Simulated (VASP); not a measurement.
Consider the following.

```xyz
3
Lattice="0.0000 3.0000 3.0000 3.0000 0.0000 3.0000 3.0000 3.0000 0.0000" Properties=species:S:1:pos:R:3 pbc="T T T"
Li     1.5000     1.5000     1.5000
Li     4.5000     4.5000     4.5000
Se     0.0000     0.0000     0.0000
```

These are PBE GGA, VASP's PBE PAW potentials (set 64) (plane waves; VASP) values and carry that method's errors. Settings: 520 eV cut-off, 6×6×6 Γ-centred mesh, Gaussian smearing of 0.050 eV, potentials Li_sv Se.

**Question.** What does the run give for the energy per atom (σ→0), band gap (on the k-mesh) with the smallest direct gap where there is one?

**Answer.** 
The band gap (on the k-mesh) is 2.97 eV. The smallest direct gap (on the k-mesh) comes out as 3.40 eV and the energy per atom (σ→0) is -358.0 kJ/mol of atoms.

The absolute energy has meaning only against runs of the same code, potentials and settings.

The compound is Li2Se in the antifluorite structure. The cell was not relaxed at this level. The start is the result of an earlier pass.
